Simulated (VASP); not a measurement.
An input for Quantum ESPRESSO's pw.x (written as the equivalent of a VASP run, and not itself run):

```
&CONTROL
  calculation = 'vc-relax'
  pseudo_dir = './pseudo'
  outdir = './out'
  tprnfor = .true.
  tstress = .true.
  nstep = 40
  forc_conv_thr = 0.00078
/
&SYSTEM
  ibrav = 0
  nat = 1
  ntyp = 1
  ecutwfc = 88
  occupations = 'smearing'
  smearing = 'methfessel-paxton'
  degauss = 0.00735
  input_dft = 'pz'
/
&ELECTRONS
  conv_thr = 7.3e-08
  electron_maxstep = 100
/
&IONS
/
&CELL
  press = 300
/
ATOMIC_SPECIES
  Rh 102.906 Rh.upf
CELL_PARAMETERS angstrom
     0.0000000    1.8444190    1.8444190
     1.8444190    0.0000000    1.8444190
     1.8444190    1.8444190    0.0000000
ATOMIC_POSITIONS crystal
  Rh   0.0000000  0.0000000  0.0000000
K_POINTS automatic
  17 17 17 0 0 0
```

Question: Write the VASP files for the same calculation (LDA).

Answer: Several could match; the one computed here: 
**INCAR**
```
ALGO = Normal
SIGMA = 0.1   ! width (eV)
LREAL = .False.   ! projection in real space or not
EDIFF = 1E-6
LASPH = .True.   ! aspherical one-centre terms
IBRION = 2   ! conjugate gradients
ISIF = 3
ISMEAR = 1
PSTRESS = 300
LCHARG = .False.
NELM = 100   ! most electronic steps
LMAXMIX = 4   ! l cut-off of mixed one-centre charges
ENCUT = 500
LWAVE = .False.
NSW = 40   ! most ionic steps
EDIFFG = -0.02
SYSTEM = Rh
PREC = Accurate
```

### POSCAR
```
Rh
1
    0.0000000000     1.8444189959     1.8444189959
    1.8444189959     0.0000000000     1.8444189959
    1.8444189959     1.8444189959     0.0000000000
Rh
1
Direct
  0.0000000000   0.0000000000   0.0000000000
```

**KPOINTS**
```
Regular mesh
0
gamma
17 17 17
```

POTCAR, in this order: Rh_pv (LDA.64 set). Program: vasp_std.

The two are equivalent in intent, not identical: the potentials are each code's own (VASP's PAW set, PseudoDojo norm-conserving files in pw.x), so ENCUT and ecutwfc are chosen apart and not converted; conv_thr bounds pw.x's estimated SCF error, while EDIFF bounds the energy change between steps; forc_conv_thr acts on force components and is met together with etot_conv_thr.

The compound is Rh in the fcc structure. This run relaxes it under an external pressure of 30 GPa. Symmetry was kept, so distortions that lower it aren't found.
